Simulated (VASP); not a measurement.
Consider the following.

```
CELL_PARAMETERS angstrom
      1.76273     1.01771     7.27446
     -1.76273     1.01771     7.27446
      0.00000    -2.03543     7.27446
ATOMIC_POSITIONS crystal
  Cr 0.00019 0.00019 0.00019
  Tl 0.83372 0.83372 0.83372
  S  0.39057 0.39057 0.39057
  S  0.60883 0.60883 0.60883
```

All values below come from PBEsol GGA, VASP's PBE PAW potentials (set 64) (plane waves; VASP). Run with 400 eV cut-off, 11×11×11 Γ-centred mesh, tetrahedra with Blöchl corrections, potentials Cr_pv Tl_d S.

The cores are frozen, which limits the accuracy of field gradients. The run has a spin-polarised start.

Problem. Give the principal components of the electric field gradient (V/Å²) and the asymmetry η at each nucleus.

Solution. 
```csv
atom,Vxx,Vyy,Vzz,η
Cr1,-6.7,-6.7,13.3,0.00
Tl2,29.1,29.1,-58.3,0.00
S3,-1.5,-1.5,3.0,0.00
S4,-4.9,-4.9,9.9,0.00
```

The structure comes from a computed database's TlCrS2 entry (R3m); how it stands against other phases isn't given here. It was relaxed first, which changed the volume by -6 %.
